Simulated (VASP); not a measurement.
Level of theory: PBE GGA, VASP's PBE PAW potentials (set 64) (plane waves; VASP 6.6.1).

The input files of a VASP run:

KPOINTS:
```
Automatic mesh
0
gamma
  13 13 13
```

**INCAR**
```
SYSTEM = Cr
PREC = Accurate
ENCUT = 500
EDIFF = 1E-6
NELM = 100
ALGO = Normal
LREAL = .FALSE.
LASPH = .TRUE.
ISMEAR = 1
SIGMA = 0.1
GGA = PE
LMAXMIX = 4
ISPIN = 2
MAGMOM = 1.0 -1.0
LORBIT = 10
LWAVE = .FALSE.
LCHARG = .FALSE.
IBRION = 2
ISIF = 3
NSW = 40
EDIFFG = -0.02
PSTRESS = 100
```

File POSCAR:
```
Cr
1
    2.8224841002    -0.0000000000    -0.0000000000
   -0.0000000000     2.8224841002     0.0000000000
    0.0000000000    -0.0000000000     2.8224841002
Cr
2
Direct
  0.0000000000   0.0000000000   0.0000000000
  0.5000000000   0.5000000000   0.5000000000
```

POTCAR, in this order: Cr_pv (PBE.64 set). Program: vasp_std.

Output of the run:

OUTCAR:
```
 ion  position               nearest neighbor table
   1  0.000  0.000  0.000-   2 2.44   2 2.44   2 2.44   2 2.44   2 2.44   2 2.44   2 2.44   2 2.44
  LATTYP: Found a simple cubic cell.
 ALAT       =     2.8224841002
 Subroutine PRICEL returns following result:
  LATTYP: Found a body centered cubic cell.
 ALAT       =     2.8224841002
 Subroutine GETGRP returns: Found 48 space group operations
The static configuration has the point symmetry O_h .
The dynamic configuration has the point symmetry O_h .
The overall configuration has the point symmetry O_h .
 Subroutine INISYM returns: Found 48 space group operations
 Subroutine IBZKPT returns following result:
 Found     84 irreducible k-points:

 Following reciprocal coordinates:
            Coordinates               Weight
  0.000000  0.000000  0.000000      1.000000
  0.076923  0.000000  0.000000      6.000000
  0.153846  0.000000  0.000000      6.000000
  0.230769  0.000000  0.000000      6.000000
  0.307692  0.000000  0.000000      6.000000
  0.384615  0.000000  0.000000      6.000000
  0.461538  0.000000  0.000000      6.000000
  0.076923  0.076923  0.000000     12.000000
  0.153846  0.076923  0.000000     24.000000
  0.230769  0.076923  0.000000     24.000000
  0.307692  0.076923  0.000000     24.000000
  0.384615  0.076923  0.000000     24.000000
  0.461538  0.076923  0.000000     24.000000
  0.153846  0.153846  0.000000     12.000000
  0.230769  0.153846  0.000000     24.000000
  0.307692  0.153846  0.000000     24.000000
  0.384615  0.153846  0.000000     24.000000
  0.461538  0.153846  0.000000     24.000000
  0.230769  0.230769  0.000000     12.000000
  0.307692  0.230769  0.000000     24.000000
  0.384615  0.230769  0.000000     24.000000
  0.461538  0.230769  0.000000     24.000000
  0.307692  0.307692  0.000000     12.000000
  0.384615  0.307692  0.000000     24.000000
  0.461538  0.307692  0.000000     24.000000
  0.384615  0.384615  0.000000     12.000000
  0.461538  0.384615  0.000000     24.000000
  0.461538  0.461538  0.000000     12.000000
  0.076923  0.076923  0.076923      8.000000
  0.153846  0.076923  0.076923     24.000000
  0.230769  0.076923  0.076923     24.000000
  0.307692  0.076923  0.076923     24.000000
  0.384615  0.076923  0.076923     24.000000
  0.461538  0.076923  0.076923     24.000000
  0.153846  0.153846  0.076923     24.000000
  0.230769  0.153846  0.076923     48.000000
  0.307692  0.153846  0.076923     48.000000
  0.384615  0.153846  0.076923     48.000000
  0.461538  0.153846  0.076923     48.000000
  0.230769  0.230769  0.076923     24.000000
   k-points           NKPTS =     84   k-points in BZ     NKDIM =     84   number of bands    NBANDS=     16
   number of dos      NEDOS =    301   number of ions     NIONS =      2
   total plane-waves  NPLWV =  13824
   dimension x,y,z NGX =    24 NGY =   24 NGZ =   24
   dimension x,y,z NGXF=    48 NGYF=   48 NGZF=   48
   ions per type =               2
   PREC   = accura    normal or accurate (medium, high low for compatibility)
   ISTART =      0    job   : 0-new  1-cont  2-samecut
   ICHARG =      2    charge: 1-file 2-atom 10-const
   ISPIN  =      2    spin polarized calculation?
   LNONCOLLINEAR =      F non collinear calculations
   LSORBIT =      F    spin-orbit coupling
   INIWAV =      1    electr: 0-lowe 1-rand  2-diag
   ENCUT  =  500.0 eV  36.75 Ry    6.06 a.u.   5.15  5.15  5.15*2*pi/ulx,y,z
   NELM   =    100;   NELMIN=  2; NELMDL= -5     # of ELM steps
   EDIFF  = 0.1E-05   stopping-criterion for ELM
   LREAL  =      F    real-space projection
   NLSPLINE    = F    spline interpolate recip. space projectors
...
```

File OSZICAR:
```
       N       E                     dE             d eps       ncg     rms          rms(c)
DAV:   1     0.225915082400E+03    0.22592E+03   -0.14161E+04  5392   0.181E+03
DAV:   2    -0.142101905940E+02   -0.24013E+03   -0.23838E+03  5760   0.494E+02
DAV:   3    -0.220364088822E+02   -0.78262E+01   -0.77510E+01  6800   0.102E+02
DAV:   4    -0.221481770116E+02   -0.11177E+00   -0.11164E+00  6576   0.122E+01
DAV:   5    -0.221506266835E+02   -0.24497E-02   -0.24497E-02  7192   0.149E+00    0.191E+01
DAV:   6    -0.190508025706E+02    0.30998E+01   -0.17747E+01  5664   0.516E+01    0.386E+00
DAV:   7    -0.190414241177E+02    0.93785E-02   -0.22522E-01  5840   0.655E+00    0.248E+00
DAV:   8    -0.190342447229E+02    0.71794E-02   -0.17157E-02  7752   0.160E+00    0.115E+00
DAV:   9    -0.190264371169E+02    0.78076E-02   -0.19057E-02  6608   0.135E+00    0.302E-01
DAV:  10    -0.190271542794E+02   -0.71716E-03   -0.23348E-03  7928   0.546E-01    0.192E-01
DAV:  11    -0.190279778312E+02   -0.82355E-03   -0.10045E-02  6968   0.635E-01    0.166E-01
DAV:  12    -0.190287426741E+02   -0.76484E-03   -0.14004E-02  6848   0.828E-01    0.110E-01
DAV:  13    -0.190291314811E+02   -0.38881E-03   -0.88642E-03  6896   0.643E-01    0.597E-02
DAV:  14    -0.190292184945E+02   -0.87013E-04   -0.28176E-03  6640   0.314E-01    0.235E-02
DAV:  15    -0.190292230516E+02   -0.45571E-05   -0.73231E-04  6760   0.155E-01    0.889E-03
DAV:  16    -0.190292247647E+02   -0.17131E-05   -0.15177E-05  5640   0.531E-02    0.990E-03
DAV:  17    -0.190292249771E+02   -0.21237E-06   -0.26777E-06  4264   0.127E-02
   1 F= -.17625817E+02 E0= -.17626106E+02  d E =-.176258E+02  mag=     0.0000
```

File OUTCAR:
```
------------------------ aborting loop because EDIFF is reached ----------------------------------------
  FORCE on cell =-STRESS in cart. coord.  units (eV):
  Direction    XX          YY          ZZ          XY          YZ          ZX
  --------------------------------------------------------------------------------------
  Total        1.3933141      1.3933141      1.3933141     -0.0000000     -0.0000000      0.0000000
  in kB       99.2807648     99.2807648     99.2807648     -0.0000000     -0.0000000      0.0000000
  external PRESSURE =      -0.7192352 kB  Pullay stress =     100.0000000 kB
  volume of cell :       22.49
      direct lattice vectors                 reciprocal lattice vectors
     2.822484100  0.000000000  0.000000000     0.354297833  0.000000000  0.000000000
     0.000000000  2.822484100  0.000000000     0.000000000  0.354297833  0.000000000
     0.000000000  0.000000000  2.822484100     0.000000000  0.000000000  0.354297833
 POSITION                                       TOTAL-FORCE (eV/Angst)
 -----------------------------------------------------------------------------------
      0.00000      0.00000      0.00000         0.000000      0.000000      0.000000
      1.41124      1.41124      1.41124        -0.000000     -0.000000     -0.000000
 -----------------------------------------------------------------------------------
    total drift:                                0.000000      0.000000     -0.000000
  FREE ENERGIE OF THE ION-ELECTRON SYSTEM (eV)
  ---------------------------------------------------
  free  energy   TOTEN  =       -19.0292249771 eV

  energy  without entropy=      -19.0300924010  energy(sigma->0) =      -19.02951412
  enthalpy is  TOTEN    =       -17.6258170350 eV   P V=        1.4034079421

 total charge

# of ion       s       p       d       tot
------------------------------------------
    1        0.451   6.424   4.245  11.121
    2        0.451   6.424   4.245  11.121
--------------------------------------------------
tot          0.902  12.849   8.490  22.241

 magnetization (x)

# of ion       s       p       d       tot
------------------------------------------
    1        0.010   0.005   0.818   0.834
    2       -0.010  -0.005  -0.818  -0.834
--------------------------------------------------
tot          0.000   0.000   0.000   0.000

 reached required accuracy - stopping structural energy minimisation
```
(Selected blocks of OUTCAR.)

The compound is Cr in the bcc, AFM order structure. It was relaxed first under an external pressure of 10 GPa.
